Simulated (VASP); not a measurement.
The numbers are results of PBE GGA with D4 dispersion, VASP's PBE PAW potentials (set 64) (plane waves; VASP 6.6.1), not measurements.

The input files of a VASP run:

### POSCAR
```
NiAl
1
    2.8333175532     0.0000000000     0.0000000000
    0.0000000000     2.8333175532     0.0000000000
    0.0000000000     0.0000000000     2.8333175532
Al Ni
1 1
Direct
  0.5000000000   0.5000000000   0.5000000000
  0.0000000000   0.0000000000   0.0000000000
```

INCAR:
```
SYSTEM = NiAl
PREC = Accurate
ENCUT = 520
EDIFF = 1E-7
NELM = 100
ALGO = Normal
LREAL = .FALSE.
LASPH = .TRUE.
ISMEAR = 1
SIGMA = 0.1
GGA = PE
IVDW = 13
LMAXMIX = 4
LWAVE = .FALSE.
LCHARG = .FALSE.
ISIF = 2
```

### KPOINTS
```
Automatic mesh
0
G
13 13 13
0 0 0
```

POTCAR, in this order: Al Ni (PBE.64 set). Program: vasp_std.

Output

### OSZICAR
```
       N       E                     dE             d eps       ncg     rms          rms(c)
DAV:   1     0.410403574447E+02    0.41040E+02   -0.57854E+03  1688   0.139E+03
DAV:   2    -0.106756943387E+02   -0.51716E+02   -0.49079E+02  1686   0.206E+02
DAV:   3    -0.119539787680E+02   -0.12783E+01   -0.12660E+01  2008   0.432E+01
DAV:   4    -0.119735491517E+02   -0.19570E-01   -0.19563E-01  2000   0.467E+00
DAV:   5    -0.119740775024E+02   -0.52835E-03   -0.52834E-03  1912   0.792E-01    0.123E+01
DAV:   6    -0.135557221920E+02   -0.15816E+01   -0.55720E+01  1880   0.131E+02    0.149E+01
DAV:   7    -0.105131328559E+02    0.30426E+01   -0.16034E+01  1856   0.781E+01    0.104E+00
DAV:   8    -0.105090473602E+02    0.40855E-02   -0.34273E-01  2002   0.735E+00    0.105E+00
DAV:   9    -0.104946747929E+02    0.14373E-01   -0.54166E-02  1946   0.388E+00    0.175E-01
DAV:  10    -0.104944020156E+02    0.27278E-03   -0.94590E-04  1900   0.445E-01    0.926E-02
DAV:  11    -0.104943901949E+02    0.11821E-04   -0.62055E-05  2452   0.119E-01    0.277E-02
DAV:  12    -0.104943884013E+02    0.17936E-05   -0.42999E-06  1914   0.354E-02    0.376E-03
DAV:  13    -0.104943881488E+02    0.25253E-06   -0.16600E-07  1130   0.468E-03    0.191E-03
DAV:  14    -0.104943881475E+02    0.13122E-08   -0.54119E-08   858   0.271E-03
   1 F= -.11418346E+02 E0= -.11418372E+02  d E =0.762285E-04
```

**OUTCAR**
```
------------------------ aborting loop because EDIFF is reached ----------------------------------------
  Edisp (eV):   -0.92396
  FORCE on cell =-STRESS in cart. coord.  units (eV):
  Direction    XX          YY          ZZ          XY          YZ          ZX
  --------------------------------------------------------------------------------------
  Total       0.73885     0.73885     0.73885     0.00000    -0.00000     0.00000
  in kB      52.04520    52.04520    52.04520     0.00000    -0.00000     0.00000
  external pressure =       52.05 kB  Pullay stress =        0.00 kB
  volume of cell :       22.74
      direct lattice vectors                 reciprocal lattice vectors
     2.833317553  0.000000000  0.000000000     0.352943142  0.000000000  0.000000000
     0.000000000  2.833317553  0.000000000     0.000000000  0.352943142  0.000000000
     0.000000000  0.000000000  2.833317553     0.000000000  0.000000000  0.352943142
 POSITION                                       TOTAL-FORCE (eV/Angst)
 -----------------------------------------------------------------------------------
      1.41666      1.41666      1.41666         0.000000      0.000000      0.000000
      0.00000      0.00000      0.00000         0.000000      0.000000      0.000000
 -----------------------------------------------------------------------------------
    total drift:                                0.000000      0.000000      0.000000
  FREE ENERGIE OF THE ION-ELECTRON SYSTEM (eV)
  ---------------------------------------------------
  free  energy   TOTEN  =       -11.4183460951 eV

  energy  without entropy=      -11.4184223236  energy(sigma->0) =      -11.41837150
```
(Selected blocks of OUTCAR.)

File OUTCAR:
```
 val. band max:       10.6418104493   @ k =   0.3846   0.2308   0.1538

 cond. band min:      10.7454783666   @ k =   0.3846   0.3077   0.1538


 Fermi energy:        10.6733528078

 k-point     1 :       0.0000    0.0000    0.0000
  band No.  band energies     occupation
      1      -0.8062      2.00000
      2       7.2301      2.00000
      3       7.2301      2.00000
      4       9.0575      2.00000
      5       9.0575      2.00000
      6       9.0575      2.00000
      7      16.4200      0.00000
      8      16.4200      0.00000
      9      16.4200      0.00000
     10      18.9916      0.00000

 k-point     2 :       0.0769    0.0000    0.0000
  band No.  band energies     occupation
      1      -0.6933      2.00000
      2       7.2226      2.00000
      3       7.2577      2.00000
      4       9.0071      2.00000
      5       9.0071      2.00000
      6       9.0629      2.00000
      7      15.2791      0.00000
      8      16.5691      0.00000
      9      16.5691      0.00000
     10      18.9937      0.00000

 k-point     3 :       0.1538    0.0000    0.0000
  band No.  band energies     occupation
      1      -0.3565      2.00000
      2       7.1670      2.00000
      3       7.3353      2.00000
      4       8.8734      2.00000
      5       8.8734      2.00000
      6       9.0780      2.00000
      7      13.5074      0.00000
      8      16.9999      0.00000
      9      16.9999      0.00000
     10      18.9997      0.00000

 k-point     4 :       0.2308    0.0000    0.0000
  band No.  band energies     occupation
      1       0.1977      2.00000
      2       6.9503      2.00000
      3       7.4477      2.00000
      4       8.6974      2.00000
      5       8.6974      2.00000
      6       9.0993      2.00000
      7      11.9251     -0.00000
      8      17.6732      0.00000
      9      17.6732      0.00000
     10      19.0090      0.00000

 k-point     5 :       0.3077    0.0000    0.0000
...
```

The compound is NiAl in the CsCl type structure. This cell is one point of a volume scan, at 0.97 of the reference volume. The run is not spin-polarised, so no magnetic state was tried. The electron count is odd and the run is not spin-polarised, which forces a metal.
